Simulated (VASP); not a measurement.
Method: optB86b-vdW, VASP's PBE PAW potentials (set 64) (plane waves; VASP).

VASP ran on this input.

**POSCAR**
```
GaP
3.8689830
  0.0000000000   0.7071067426   0.7071067426
  0.7071067426   0.0000000000   0.7071067426
  0.7071067426   0.7071067426   0.0000000000
Ga P
1 1
Cart
  0.0000000000   0.0000000000   0.0000000000
  0.3535533713   0.3535533713   0.3535533713
```

INCAR:
```
# general
SYSTEM   = GaP
PREC     = Accurate
ENCUT    = 520
LREAL    = .FALSE.
LASPH    = .TRUE.

# electronic loop
EDIFF    = 1E-7
NELM     = 100
ALGO     = Normal
LMAXMIX  = 4

# smearing
ISMEAR   = 0
SIGMA    = 0.05

# functional
GGA      = MK
LUSE_VDW = .TRUE.
AGGAC    = 0.0
PARAM1   = 0.1234
PARAM2   = 1.0

# ions
ISIF     = 2

# output
LWAVE    = .FALSE.
LCHARG   = .FALSE.
```

**KPOINTS**
```
K-points
0
gamma
  8 8 8
```

POTCAR, in this order: Ga_d P (PBE.64 set). Program: vasp_std.

The resulting files:

### OSZICAR
```
       N       E                     dE             d eps       ncg     rms          rms(c)
DAV:   1     0.831866710521E+02    0.83187E+02   -0.94100E+03   762   0.197E+03
DAV:   2     0.110424742942E+01   -0.82082E+02   -0.79213E+02   829   0.321E+02
DAV:   3    -0.466766289536E+01   -0.57719E+01   -0.57462E+01   934   0.743E+01
DAV:   4    -0.477445797083E+01   -0.10680E+00   -0.10674E+00   912   0.107E+01
DAV:   5    -0.477691531764E+01   -0.24573E-02   -0.24569E-02   945   0.133E+00    0.393E+00
DAV:   6    -0.454935001522E+01    0.22757E+00   -0.44713E-01  1136   0.120E+01    0.258E+00
DAV:   7    -0.452420396982E+01    0.25146E-01   -0.10477E-01   952   0.235E+00    0.107E+00
DAV:   8    -0.452377159757E+01    0.43237E-03   -0.12248E-02   864   0.163E+00    0.137E-01
DAV:   9    -0.452399493455E+01   -0.22334E-03   -0.12842E-03   941   0.644E-01    0.740E-02
DAV:  10    -0.452403753413E+01   -0.42600E-04   -0.93016E-05  1055   0.996E-02    0.378E-02
DAV:  11    -0.452408319106E+01   -0.45657E-04   -0.57853E-05   779   0.767E-02    0.397E-03
DAV:  12    -0.452408306448E+01    0.12658E-06   -0.20639E-06   988   0.218E-02    0.276E-03
DAV:  13    -0.452408338946E+01   -0.32498E-06   -0.69669E-07   802   0.795E-03    0.149E-03
DAV:  14    -0.452408334887E+01    0.40587E-07   -0.44246E-08   582   0.306E-03
   1 F= -.45240833E+01 E0= -.45240833E+01  d E =-.715458E-18
```

OUTCAR:
```
------------------------ aborting loop because EDIFF is reached ----------------------------------------
  FORCE on cell =-STRESS in cart. coord.  units (eV):
  Direction    XX          YY          ZZ          XY          YZ          ZX
  --------------------------------------------------------------------------------------
  Total        0.0004615      0.0004615      0.0004615     -0.0000000      0.0000000     -0.0000000
  in kB        0.0180537      0.0180537      0.0180537     -0.0000000      0.0000000     -0.0000000
  external PRESSURE =       0.0180537 kB  Pullay stress =       0.0000000 kB
  volume of cell :       40.95
      direct lattice vectors                 reciprocal lattice vectors
     0.000000000  2.735783966  2.735783966    -0.182762969  0.182762969  0.182762969
     2.735783966  0.000000000  2.735783966     0.182762969 -0.182762969  0.182762969
     2.735783966  2.735783966  0.000000000     0.182762969  0.182762969 -0.182762969
  FREE ENERGIE OF THE ION-ELECTRON SYSTEM (eV)
  ---------------------------------------------------
  free  energy   TOTEN  =        -4.5240833489 eV

  energy  without entropy=       -4.5240833489  energy(sigma->0) =       -4.52408335
```
(Selected blocks of OUTCAR.)

The compound is GaP in the zinc blende structure. It was relaxed first.
